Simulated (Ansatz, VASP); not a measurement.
# CdPb (CdPb in the L10 ordering) in two plane-wave programs

Aim: how closely do two programs agree when they are given the same cell, functional and k mesh? The cell is generated by rule, not measured, and may not be a known phase. The cell is taken from a series of runs on this material, whose earlier steps may have relaxed, scaled, displaced or heated it; both programs get it as it stands.

Method: plane waves, with VASP 6.6.1 beside it; zone-centre phonons at PBEsol, in Ansatz 0.2.0.

The structure was built from a prototype and need not be the compound's stable phase.

## Step 1: Set-up

The structure is tetragonal, space group P4/mmm (No. 123). Conventional cell: a = 3.376 Å, b = 3.376 Å, c = 4.544 Å, α = 90.00°, β = 90.00°, γ = 90.00°. Cd has 8 Pb at 3.30 Å and 4 Cd at 3.38 Å nearest. Nearest to Pb lie 8 Cd at 3.30 Å and 4 Pb at 3.38 Å. Farther neighbours are not listed.

Structure file:

```cif
data_structure
_symmetry_space_group_name_H-M 'P 1'
_symmetry_Int_Tables_number 1
_cell_length_a 3.3758
_cell_length_b 3.3758
_cell_length_c 4.5439
_cell_angle_alpha 90.000
_cell_angle_beta 90.000
_cell_angle_gamma 90.000
_cell_volume 51.78
loop_
_atom_site_label
_atom_site_type_symbol
_atom_site_fract_x
_atom_site_fract_y
_atom_site_fract_z
_atom_site_occupancy
Cd1 Cd 0.00000 0.00000 0.00000 1
Pb2 Pb 0.50000 0.50000 0.50000 1
```

## Step 2: Ansatz: zone-centre phonons, PBEsol

Ansatz runs on its default PAW (the set named soft_2) files.

Second derivatives magnify differences that forces hide, and they need a tight electronic threshold.

Input file input.yaml:

```yaml
crystal:
  lattice:
    - [3.3757996025, 0.0, 0.0]
    - [0.0, 3.3757996025, 0.0]
    - [0.0, 0.0, 4.5439417771]
  atoms:
    - { symbol: Cd, position: [0.0, 0.0, 0.0] }
    - { symbol: Pb, position: [0.5, 0.5, 0.5] }
kpoints:
  mp_grid: { grid: [6, 6, 4] }
hamiltonian:
  xc: pbesol
scf:
  occupations: { method: methfessel_paxton, width: 0.2 }
output:
  eigenvalues: true
phonons:
  method: dfpt
  qmesh: [2, 2, 2]
  temperatures: { t_max: 1000, t_step: 50 }
  qpath:
    path:
      - [[0.0, 0.0, 0.0], [0.0, 0.5, 0.0], [0.5, 0.5, 0.0], [0.0, 0.0, 0.0], [0.0, 0.0, 0.5], [0.0, 0.5, 0.5], [0.5, 0.5, 0.5], [0.0, 0.0, 0.5]]
      - [[0.0, 0.5, 0.0], [0.0, 0.5, 0.5]]
      - [[0.5, 0.5, 0.0], [0.5, 0.5, 0.5]]
    npoints: 10
```

Run with:

```
ansatz run input.yaml --threads 4 --pin off --max-ram 8192MiB --backend cpu --events-out ev --progress --plain --runs-dir out
```

Numbers of over 12 decimals in the logs are rounded to 6 here.

What it wrote:

```text
Engine: ansatz 0.2.0, aarch64-unknown-linux-gnu
Pseudopotentials: kind: paw
Pseudopotential: Cd, paw, valence charge 20, recommended cutoff 420 eV (normal), Cd.paw.azcp
Pseudopotential: Pb, paw, valence charge 14, recommended cutoff 420 eV (normal), Pb.paw.azcp
Functional definition: PBEsol
  exchange = pbesol_x
  correlation = pbesol_c
Crystal: 2 atoms, lattice volume = 51.783 Å³
Basis set: ecut = 420 eV, 1023 PW (Γ), exchange–correlation on 48×48×64 points (8 copies of the dense FFT grid, shifted against one another)
Bands: 21, of which v1, the nominal top of the filled ones, is band 17 counted from 1 (16 counted from 0)
Symmetry: 16 space group operations
k-points: 30 of 144
Non-local potential: Cd, projectors of the file, l = 0: 3, l = 1: 2, l = 2: 2, l = 3: 1
Non-local potential: Pb, projectors of the file, l = 0: 2, l = 1: 2, l = 2: 2, l = 3: 2
PAW form: soft (Blöchl's): semilocal exchange-correlation on the pseudo side does not see the compensation charge
PAW frozen core: Cd, regenerated for the run's functional, and the local potential with it (the file was generated under x = pbe(κ = 0.804, μ = 0.219515), c = pbe(β = 0.066725))
PAW frozen core: Pb, regenerated for the run's functional, and the local potential with it (the file was generated under x = pbe(κ = 0.804, μ = 0.219515), c = pbe(β = 0.066725))
PAW one-centre angular grid: Cd, 590 points (default); XC on 64 Gauss nodes
PAW one-centre angular grid: Pb, 590 points (default); XC on 64 Gauss nodes
Initial density: superposition of atomic densities (neutral atoms: chi_scale 0, normalization atom), corrected by the library's trained network
Initial wavefunctions: pseudopotential atomic-orbital guess
Functional: x = pbesol(κ = 0.804, μ = 0.123457), c = pbesol(β = 0.046)
SCF iter   1: F=—  HF=-19938.883161 eV  |F-HF|=—  |Δ(HF+E_count)|=         —  Δρ=3.93e-3  dr2=7.61e-3  ethr=1.77e-3  ⟨swp⟩=6.3  Hψ=5816  notcnv=0  defer=6
automatic band count: the SCF goes on with 25 bands, as 21 were too few: they end inside the smearing window of the response
preconditioner: auto → none  [insulator: Δε(μ)=0.160 eV  Ē_g=18.058 eV  σ=0.200 eV  W_gap=0.62  n_scr=14 (ndim 8)  ℏωp=26.3 eV  f_vac=0.000  D(μ)=0.71/eV (n_scr^D=2)  ε∞_Penn≈3.1]
SCF iter   2: F=—  HF=-19938.880922 eV  |F-HF|=—  |Δ(HF+E_count)|=   2.24e-3  S|Δr|=    0.00e0  Δρ=1.17e-3  dr2=4.46e-4  ethr=2.24e-5  ⟨swp⟩=3.1  Hψ=1543  notcnv=0  defer=5
SCF iter   3: F=—  HF=-19938.880792 eV  |F-HF|=—  |Δ(HF+E_count)|=   1.30e-4  S|Δr|=    0.00e0  Δρ=3.95e-4  dr2=5.71e-5  ethr=1.31e-6  ⟨swp⟩=2.0  Hψ=1134  notcnv=0  defer=5
SCF iter   4: F=—  HF=-19938.880780 eV  |F-HF|=—  |Δ(HF+E_count)|=   1.16e-5  S|Δr|=    0.00e0  Δρ=1.52e-4  dr2=7.16e-6  ethr=1.68e-7  ⟨swp⟩=2.0  Hψ=875  notcnv=0  defer=5
SCF iter   5: F=—  HF=-19938.880751 eV  |F-HF|=—  |Δ(HF+E_count)|=   2.97e-5  S|Δr|=    0.00e0  Δρ=2.02e-5  dr2=9.60e-8  ethr=2.11e-8  ⟨swp⟩=2.0  Hψ=845  notcnv=0  defer=5
SCF iter   6: F=—  HF=-19938.880797 eV  |F-HF|=—  |Δ(HF+E_count)|=   4.59e-5  S|Δr|=    0.00e0  Δρ=3.93e-6  dr2=3.70e-9  ethr=2.82e-10  ⟨swp⟩=2.2  Hψ=924  notcnv=0  defer=5
SCF iter   7: F=—  HF=-19938.880797 eV  |F-HF|=—  |Δ(HF+E_count)|=   2.50e-9  S|Δr|=    0.00e0  Δρ=4.20e-7  dr2=3.44e-11  ethr=1.09e-11  ⟨swp⟩=2.1  Hψ=837  notcnv=0  defer=5
SCF iter   8: F=-19938.880797 eV  HF=-19938.880797 eV  |F-HF|=3.64e-12  |Δ(HF+E_count)|=  3.27e-11  S|Δr|=    0.00e0  Δρ=2.52e-8  dr2=1.70e-13  ethr=1.00e-12  ⟨swp⟩=10.0  Hψ=4216  notcnv=0
SCF 1 converged in 8 iterations: F = -19938.880797 eV  dr2 = 1.70e-13
  greatest PAW one-centre occupation: 1.000 electrons in one spin orbital (limit 2), on the Cd atom at site 0 (counted from 0), in its partial waves of l = 0
Initial density: read from a saved state, or passed on in memory by an earlier SCF of this step, an earlier step, the calling program or the single point that the run made first
iter 1 solved again at ethr=8.32e-9 eV; its pass at ethr=3.10e-3 eV (dr2=2.83e-6 eV) is discarded
SCF iter   1: F=—  HF=-19938.880797 eV  |F-HF|=—  |Δ(HF+E_count)|=         —  Δρ=7.30e-8  dr2=2.34e-12  ethr=8.32e-9  ⟨swp⟩=3.9  Hψ=4411  notcnv=0
eigensolver tolerance schedule: the retry pair's looser diagonalisation over-reported the residual by 1210024.13 of it (diagonalisation noise at an unbounded share of the residual, at the tolerance the schedule requests for it); recorded, not acted on — ethr = c·dr2/N_el stays at c = 1.0e-1
preconditioner: auto → none  [insulator: Δε(μ)=0.156 eV  Ē_g=15.003 eV  σ=0.200 eV  W_gap=0.61  n_scr=14 (ndim 8)  ℏωp=26.3 eV  f_vac=0.000  D(μ)=0.74/eV (n_scr^D=2)  ε∞_Penn≈4.1]
SCF iter   2: F=-19938.880797 eV  HF=-19938.880797 eV  |F-HF|=7.28e-12  |Δ(HF+E_count)|=   1.96e-9  S|Δr|=    0.00e0  Δρ=5.05e-8  dr2=1.45e-12  ethr=1.00e-12  ⟨swp⟩=7.2  Hψ=2606  notcnv=0
SCF 2 converged in 2 iterations: F = -19938.880797 eV  dr2 = 1.45e-12
phonons: the bands overlap, so this run is a metal and interpolates without the dipole-dipole term. If the crystal is really an insulator or semiconductor, its LO-TO splitting is missing
NSCF: frozen V_eff on 30 k-points
NSCF: frozen V_eff on 48 k-points
DFPT response loops at q = (0, 0, 0) (fractional): preconditioner auto → Kerker (q_TF=auto, 2.544 Å⁻¹) (partly filled bands, converged f_vac=0.000); β = 1.00, the filter's whole step (`scf.mixing.beta` (0.50) is not read by the response loops under this deck's `scf.mixing.preconditioner`; to damp them name `kerker` or `kerker_dos`, under which they read `scf.mixing.beta`, and type it under 1.00, their step now; both keys bind the ground state too); Broyden in place of MSR1
NSCF: frozen V_eff on 96 k-points
DFPT response loops at q = (0, 0, -0.5) (fractional): mixed as the last ones told, above
NSCF: frozen V_eff on 96 k-points
DFPT response loops at q = (0, -0.5, 0) (fractional): mixed as the last ones told, above
NSCF: frozen V_eff on 96 k-points
DFPT response loops at q = (0, -0.5, -0.5) (fractional): mixed as the last ones told, above
NSCF: frozen V_eff on 96 k-points
DFPT response loops at q = (-0.5, -0.5, 0) (fractional): mixed as the last ones told, above
NSCF: frozen V_eff on 96 k-points
DFPT response loops at q = (-0.5, -0.5, -0.5) (fractional): mixed as the last ones told, above
SCF converged after 8 iterations
Stability not checked: this state was not tested for a lower state beside it, because cold or Methfessel-Paxton smearing, or corrected tetrahedra, fill the levels in a way that the test cannot read (fill_not_monotonic; see scf.lower_state_search)
Free energy (F): -19938.880797 eV
Harris-Foulkes:  -19938.880797 eV  (|F-HF|=3.64e-12)
Internal energy: -19938.885133 eV  (E = F + TS)
E sigma→0 (E₀):  -19938.881881 eV
Entropy (-TS):   0.004337 eV (2.168 meV/atom)
Fermi energy:    12.604140 eV
Step filling:    the computed levels leave a gap of 0.1563 eV = 0.8 smearing widths at the electron count; against every level under it full and every level over it empty, smearing changes F+E_penalty+E_count by +2.587 meV and its σ→0 estimate by +1.503 meV
--- Per-component energies (eV) ---
  E_band       = -452.043129
  E_kinetic    = 794.782435
  E_local      = -4254.773433  (includes V_loc(G=0)·N_el)
  E_nonlocal   = 387.142868
  E_hartree    = 1924.911441
  E_xc         = -394.766413
  E_vxc        = -354.204944  (∫ρ·V_xc dr)
  E_paw        = -14269.206499  (= ΣΔE_a)
  E_vpaw       = -874.813006  (= ΣTr[D̂ρ^β])
  E_aug_tail   = 0.000061  (compensation charges beyond the density's cutoff)
  E_ewald      = -4127.379669
  E_core_change = 0.404076  (= ΣΔE_core)
  E_smearing   = 0.004337  (= −TS)
  E_closure    = -0.000000  (closes the sum)
  Σ components = -19938.880797   (vs F -19938.880797, Δ=0.00e0)
--- Band table (eV; the first three rows and the last of 30) ---
  k-point 0: bands = [... 13 lower, 3.8083, 3.9224, 10.3077, 10.6487, 15.6572, 15.6572, 19.3313, 20.3742, ... 4 higher]
  k-point 1: bands = [... 13 lower, 3.7816, 3.9203, 7.2303, 14.6243, 16.2290, 16.2290, 19.6322, 20.5686, ... 4 higher]
  k-point 2: bands = [... 13 lower, 3.7552, 3.9182, 5.7719, 17.1609, 17.1609, 18.1225, 19.1548, 19.7852, ... 4 higher]
  k-point 29: bands = [... 13 lower, 4.1267, 6.1149, 11.3661, 11.3661, 12.9304, 13.4179, 13.4734, 13.4734, ... 4 higher]
--- Phonons (Γ-DFPT): 4 representative perturbations + reference (Σ response iterations 12) ---
  ASR residual: 1.085e-4 → 0.000e0 eV/Å²; symmetrization residual: 7.517e-5 eV/Å²
  ASR residual per site (eV/Å²): 1.09e-4 9.68e-5
  Γ frequencies (cm⁻¹): 0.00 0.00 0.00 59.77 59.77 94.41
--- Phonons (arbitrary-q DFPT): 6 irreducible q on the 2×2×2 mesh ---
  q = [0.0000, 0.0000, 0.0000] (star 1, of the zone-centre solve; hermiticity 6.29e-5, symmetrization 6.07e-12): -0.00 -0.00 0.00 59.77 59.77 94.41
  q = [0.0000, 0.0000, -0.5000] (star 1, 4 solved perturbations in 156 linear systems a pass and spin channel, the states on 48 of 144 k-point pairs; hermiticity 3.55e-8, symmetrization 2.28e-8): 18.11 18.11 47.38 47.38 55.20 93.02
  q = [0.0000, -0.5000, 0.0000] (star 2, 6 solved perturbations on 48 of 144 k-point pairs; hermiticity 6.05e-9, symmetrization 1.80e-9): 18.90 19.50 49.70 76.89 77.03 91.81
  q = [0.0000, -0.5000, -0.5000] (star 2, 6 solved perturbations on 48 of 144 k-point pairs; hermiticity 2.18e-5, symmetrization 5.79e-10): -30.35 4.49 34.92 47.64 87.23 108.23
  q = [-0.5000, -0.5000, 0.0000] (star 1, 4 solved perturbations in 156 linear systems a pass and spin channel, the states on 48 of 144 k-point pairs; hermiticity 3.40e-5, symmetrization 3.96e-10): 40.05 40.05 41.93 69.89 87.10 87.10
  q = [-0.5000, -0.5000, -0.5000] (star 1, 4 solved perturbations in 156 linear systems a pass and spin channel, the states on 48 of 144 k-point pairs; hermiticity 3.26e-9, symmetrization 1.64e-9): 21.93 68.21 68.21 69.69 69.69 71.97
  sum rule: each row above includes the acoustic sum rule's correction from the zone centre's row sums; it moved no ω² by more than (0.51 cm⁻¹)²
  mesh force constants: q→R imaginary residual 3.00e-17; ASR residual 1.085e-4 → 0.000e0 eV/Å²; symmetrization residual 1.332e-15 eV/Å²
  interpolated dispersion: 93 rows × 6 modes
  density of states and harmonic sums: on the 18×18×14 q-mesh, interpolated from the force constants of a 2×2×2 supercell (no non-analytic term)
  largest difference from the sums on the solved wave vectors: F 3.15e-2 eV, S 5.01e-5 and C_V 1.86e-5 eV/K
  zero-point energy: 0.019737 eV/cell   skipped modes (ω ≤ 0): 167, of them read as no rigid motion or as one in doubt: 164 (4.087e-1 modes/cell left out, lowest -30.35 cm⁻¹)   left out of the sums: 6.82e-2 of the cell's modes: C_V's classical limit lies that fraction below 3 k_B per atom; for a crystal, a wire or a layer, F and S can be off by more, and a phonons.interpolated_qmesh denser along its periods is the remedy for the sampling
```

Reading the cycles: dr2 is the Hartree energy of the density residual (eV), the measure of convergence; HF is the Harris–Foulkes estimate of the energy, which meets the free energy F at convergence.

[end of part 1 of 2]

[Lines on the potential files, build, host, timing and source positions are cut from VASP's logs without a mark.]

[Logs are printed without paths, hosts, clocks, repeated set-up lines and the standing remarks that a program may print on its own settings, such as how far it seeks lower states.]

[Hosts, paths, dates, database ids (printed as entryN), source tags and the programs' standing remarks are cut or masked in the printed files.]
